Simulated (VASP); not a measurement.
Level of theory: PBE GGA, VASP's PBE PAW potentials (set 64) (plane waves; VASP 6.6.1).

VASP input:

**POSCAR**
```
PtSe2
1
    1.8366137192    -3.1811085175     0.0000000000
    1.8366137192     3.1811085175     0.0000000000
    0.0000000000     0.0000000000     6.3265409312
Pt Se
1 2
Direct
  0.0000000000   0.0000000000   0.0000000000
  0.3333330000   0.6666670000   0.2025801933
  0.6666670000   0.3333330000   0.7974198067
```

### KPOINTS
```
Automatic mesh
0
Gamma
7 7 4
0 0 0
```

**INCAR**
```
! general
SYSTEM  = PtSe2
PREC    = Accurate
ENCUT   = 520
LREAL   = F
LASPH   = T   ! aspherical one-centre terms

! electronic loop
EDIFF   = 1E-7   ! SCF stop (eV)
NELM    = 100
ALGO    = Normal
LMAXMIX = 6   ! l cut-off of mixed one-centre charges

! smearing
ISMEAR  = 0   ! Gaussian
SIGMA   = 0.05   ! width (eV)

! functional
GGA     = PE

! ions
IBRION  = 2
NSW     = 30   ! most ionic steps
ISIF    = 4   ! ions and shape, fixed volume
EDIFFG  = -0.01   ! ionic stop

! output
LWAVE   = F
LCHARG  = F
```

POTCAR, in this order: Pt Se (PBE.64 set). Program: vasp_std.

What VASP printed:

OSZICAR:
```
       N       E                     dE             d eps       ncg     rms          rms(c)
DAV:   1     0.123093853838E+03    0.12309E+03   -0.99399E+03   848   0.126E+03
DAV:   2    -0.947227827981E+01   -0.13257E+03   -0.12935E+03  1092   0.238E+02
DAV:   3    -0.150130457120E+02   -0.55408E+01   -0.55199E+01  1064   0.523E+01
DAV:   4    -0.150682706054E+02   -0.55225E-01   -0.55213E-01  1029   0.554E+00
DAV:   5    -0.150691209895E+02   -0.85038E-03   -0.85037E-03  1092   0.640E-01    0.139E+01
DAV:   6    -0.143912258247E+02    0.67790E+00   -0.47887E+00   868   0.227E+01    0.757E+00
DAV:   7    -0.142388759118E+02    0.15235E+00   -0.90094E-01   861   0.103E+01    0.392E+00
DAV:   8    -0.142171037032E+02    0.21772E-01   -0.57758E-02  1015   0.196E+00    0.760E-01
DAV:   9    -0.142139743603E+02    0.31293E-02   -0.12149E-02   987   0.121E+00    0.172E-01
DAV:  10    -0.142143079885E+02   -0.33363E-03   -0.15883E-03  1029   0.318E-01    0.627E-02
DAV:  11    -0.142143197524E+02   -0.11764E-04   -0.59208E-05  1120   0.779E-02    0.268E-02
DAV:  12    -0.142143258088E+02   -0.60564E-05   -0.23985E-05   917   0.390E-02    0.351E-03
DAV:  13    -0.142143264122E+02   -0.60342E-06   -0.21039E-06  1155   0.115E-02    0.154E-03
DAV:  14    -0.142143266242E+02   -0.21203E-06   -0.18085E-07   804   0.309E-03    0.976E-04
DAV:  15    -0.142143267887E+02   -0.16453E-06   -0.66924E-08   799   0.181E-03    0.262E-04
DAV:  16    -0.142143267879E+02    0.78603E-09   -0.75265E-09   567   0.792E-04
   1 F= -.14214327E+02 E0= -.14214327E+02  d E =-.142143E+02
       N       E                     dE             d eps       ncg     rms          rms(c)
DAV:   1    -0.142785608111E+02   -0.64234E-01   -0.49708E+00   840   0.137E+01    0.126E+00
DAV:   2    -0.142787858446E+02   -0.22503E-03   -0.19331E-01  1015   0.309E+00    0.620E-01
DAV:   3    -0.142749527061E+02    0.38331E-02   -0.89184E-03  1001   0.773E-01    0.316E-01
DAV:   4    -0.142743519302E+02    0.60078E-03   -0.37286E-03  1031   0.403E-01    0.879E-02
DAV:   5    -0.142743657690E+02   -0.13839E-04   -0.36401E-04   938   0.159E-01    0.477E-02
DAV:   6    -0.142743700763E+02   -0.43073E-05   -0.46789E-05  1029   0.498E-02    0.114E-02
DAV:   7    -0.142743723042E+02   -0.22279E-05   -0.28788E-06  1029   0.126E-02    0.414E-03
DAV:   8    -0.142743734133E+02   -0.11091E-05   -0.13002E-06   959   0.792E-03    0.170E-03
DAV:   9    -0.142743735515E+02   -0.13817E-06   -0.70721E-08   848   0.214E-03    0.780E-04
DAV:  10    -0.142743736355E+02   -0.84067E-07   -0.56176E-08   736   0.174E-03
   2 F= -.14274374E+02 E0= -.14274374E+02  d E =-.600468E-01
       N       E                     dE             d eps       ncg     rms          rms(c)
DAV:   1    -0.142988804515E+02   -0.24507E-01   -0.70706E+00   840   0.163E+01    0.142E+00
DAV:   2    -0.142997786445E+02   -0.89819E-03   -0.27548E-01   994   0.366E+00    0.689E-01
DAV:   3    -0.142945286608E+02    0.52500E-02   -0.12237E-02   994   0.926E-01    0.366E-01
DAV:   4    -0.142936433186E+02    0.88534E-03   -0.52894E-03  1022   0.489E-01    0.109E-01
DAV:   5    -0.142936598619E+02   -0.16543E-04   -0.55588E-04   924   0.204E-01    0.592E-02
DAV:   6    -0.142936652674E+02   -0.54054E-05   -0.67663E-05  1064   0.609E-02    0.146E-02
DAV:   7    -0.142936680727E+02   -0.28053E-05   -0.44183E-06  1022   0.152E-02    0.489E-03
DAV:   8    -0.142936692591E+02   -0.11864E-05   -0.14595E-06   987   0.853E-03    0.191E-03
DAV:   9    -0.142936694424E+02   -0.18333E-06   -0.10117E-07   876   0.276E-03    0.849E-04
DAV:  10    -0.142936695413E+02   -0.98905E-07   -0.69868E-08   750   0.193E-03
   3 F= -.14293670E+02 E0= -.14293670E+02  d E =-.793428E-01
       N       E                     dE             d eps       ncg     rms          rms(c)
DAV:   1    -0.142942176010E+02   -0.54816E-03   -0.11620E-01   840   0.211E+00    0.184E-01
DAV:   2    -0.142942694648E+02   -0.51864E-04   -0.43311E-03  1008   0.457E-01    0.831E-02
DAV:   3    -0.142941871026E+02    0.82362E-04   -0.17903E-04  1008   0.111E-01    0.421E-02
DAV:   4    -0.142941749397E+02    0.12163E-04   -0.83259E-05  1029   0.607E-02    0.126E-02
DAV:   5    -0.142941757734E+02   -0.83376E-06   -0.80618E-06   924   0.241E-02    0.661E-03
DAV:   6    -0.142941764777E+02   -0.70428E-06   -0.11908E-06  1036   0.796E-03    0.169E-03
DAV:   7    -0.142941765161E+02   -0.38360E-07   -0.95582E-08   799   0.239E-03
   4 F= -.14294177E+02 E0= -.14294177E+02  d E =-.798497E-01
       N       E                     dE             d eps       ncg     rms          rms(c)
DAV:   1    -0.143135745906E+02   -0.19398E-01   -0.73421E-01   847   0.608E+00    0.582E-01
DAV:   2    -0.143021107102E+02    0.11464E-01   -0.32355E-02   917   0.155E+00    0.305E-01
DAV:   3    -0.142997057825E+02    0.24049E-02   -0.61039E-03  1022   0.703E-01    0.146E-01
DAV:   4    -0.142990966819E+02    0.60910E-03   -0.21066E-03   994   0.323E-01    0.681E-02
DAV:   5    -0.142991029624E+02   -0.62806E-05   -0.19025E-04   980   0.942E-02    0.223E-02
DAV:   6    -0.142991081816E+02   -0.52192E-05   -0.15827E-05  1029   0.317E-02    0.101E-02
DAV:   7    -0.142991101703E+02   -0.19887E-05   -0.32405E-06   938   0.164E-02    0.280E-03
DAV:   8    -0.142991108460E+02   -0.67576E-06   -0.71426E-07  1036   0.630E-03    0.110E-03
DAV:   9    -0.142991109578E+02   -0.11174E-06   -0.97436E-08   800   0.222E-03    0.306E-04
DAV:  10    -0.142991109755E+02   -0.17700E-07   -0.17027E-08   658   0.102E-03
   5 F= -.14299111E+02 E0= -.14299111E+02  d E =-.493446E-02
       N       E                     dE             d eps       ncg     rms          rms(c)
DAV:   1    -0.143121452348E+02   -0.13034E-01   -0.59117E-01   840   0.546E+00    0.524E-01
DAV:   2    -0.143028771883E+02    0.92680E-02   -0.26201E-02   938   0.139E+00    0.274E-01
DAV:   3    -0.143009311140E+02    0.19461E-02   -0.49405E-03  1001   0.631E-01    0.131E-01
DAV:   4    -0.143004380800E+02    0.49303E-03   -0.17178E-03   980   0.293E-01    0.611E-02
DAV:   5    -0.143004435429E+02   -0.54629E-05   -0.15259E-04   966   0.843E-02    0.203E-02
DAV:   6    -0.143004477683E+02   -0.42255E-05   -0.12936E-05  1015   0.286E-02    0.908E-03
DAV:   7    -0.143004493521E+02   -0.15837E-05   -0.26189E-06   952   0.147E-02    0.253E-03
DAV:   8    -0.143004498940E+02   -0.54197E-06   -0.56916E-07  1050   0.562E-03    0.971E-04
DAV:   9    -0.143004499836E+02   -0.89618E-07   -0.76886E-08   799   0.197E-03
   6 F= -.14300450E+02 E0= -.14300450E+02  d E =-.627347E-02
```

File OUTCAR:
```
------------------------ aborting loop because EDIFF is reached ----------------------------------------
  FORCE on cell =-STRESS in cart. coord.  units (eV):
  Direction    XX          YY          ZZ          XY          YZ          ZX
  --------------------------------------------------------------------------------------
  Total        0.1131536      0.1131536      0.1222626      0.0000000      0.0000000     -0.0000000
  in kB        2.4523719      2.4523724      2.6497902      0.0000000      0.0000000     -0.0000000
  external PRESSURE =       2.5181782 kB  Pullay stress =       0.0000000 kB
  volume of cell :       73.93
      direct lattice vectors                 reciprocal lattice vectors
     1.876021621 -3.249365081 -0.000000000     0.266521449 -0.153876215 -0.000000000
     1.876021621  3.249365081  0.000000000     0.266521449  0.153876215  0.000000000
     0.000000000 -0.000000000  6.063540496     0.000000000 -0.000000000  0.164920149
 POSITION                                       TOTAL-FORCE (eV/Angst)
 -----------------------------------------------------------------------------------
      0.00000     -0.00000      6.06354         0.000000     -0.000000      0.000000
      1.87602      1.08312      1.30486        -0.000000     -0.000000      0.006896
      1.87602     -1.08312      4.75868        -0.000000      0.000000     -0.006896
 -----------------------------------------------------------------------------------
    total drift:                               -0.000000      0.000000      0.000000
  FREE ENERGIE OF THE ION-ELECTRON SYSTEM (eV)
  ---------------------------------------------------
  free  energy   TOTEN  =       -14.3004499836 eV

  energy  without entropy=      -14.3004499836  energy(sigma->0) =      -14.30044998

 reached required accuracy - stopping structural energy minimisation
```
(Selected blocks of OUTCAR.)

### CONTCAR
```
PtSe2
   1.00000000000000
     1.8760216212090954   -3.2493650809177290   -0.0000000000000000
     1.8760216212090954    3.2493650809177290    0.0000000000000000
     0.0000000000000000   -0.0000000000000000    6.0635404958792618
  Pt              Se
     1     2
Direct
     0.0000000000000000    0.0000000000000000    1.0000000000000000
     0.3333330000000032    0.6666669999999968    0.2151979544755187
     0.6666669999999968    0.3333330000000032    0.7848020455244813
```

Without a dispersion term in the relaxation, distances and binding between the weakly bound layers, chains or molecules are unreliable, and so is what depends on them.

The compound is PtSe2 in the 1T layered structure. This cell is one point of a volume scan, at 0.94 of the reference volume. Symmetry was kept, so distortions that lower it aren't found.
